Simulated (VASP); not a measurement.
Consider the following.

```xyz
10
Lattice="4.8097 -2.5006 0.0121 4.8097 2.5006 0.0121 3.4993 0.0000 4.1402" Properties=species:S:1:pos:R:3 pbc="T T T"
Fe    11.2245     0.0000     3.5631
Fe     4.6651     0.0000     1.4809
Fe     1.8942     0.0000     0.6013
Fe     8.4536     0.0000     2.6835
O      5.0293    -0.9619     3.1112
O      5.4325     1.7312     1.8411
O      8.0894     0.9619     1.0532
O      7.1821     0.7693     3.9112
O      7.6862    -1.7312     2.3233
O      5.9366    -0.7693     0.2532
```
Starting moments (μB, in the order of the record's atoms Fe Fe Fe Fe O O O O O O): 3.9 -3.9 3.9 -3.9 0.0 0.0 0.0 0.0 0.0 0.0.

Level of theory: r2SCAN meta-GGA, VASP's PBE PAW potentials (set 64) (plane waves; VASP 6.6.1). Settings: 520 eV cut-off, 5×5×5 Γ-centred mesh, Gaussian smearing of 0.050 eV, potentials Fe O.

Problem. Estimate the cell moment, energy per atom (σ→0).

Solution. 
The cell moment is 0.00 μB. The energy per atom (σ→0) is -11.010 eV/atom.

Problem. Give the moment on each site (PAW-sphere projection).

Solution. 
```csv
site,moment (μB)
Fe1,3.92
Fe2,-3.92
Fe3,3.92
Fe4,-3.92
O5,0.00
O6,0.00
O7,0.00
O8,0.00
O9,0.00
O10,0.00
```

Total energies compare only between runs with the same potentials, cut-off and functional.

The compound is Fe2O3 in the corundum structure. It was relaxed first. The start is the result of an earlier pass.
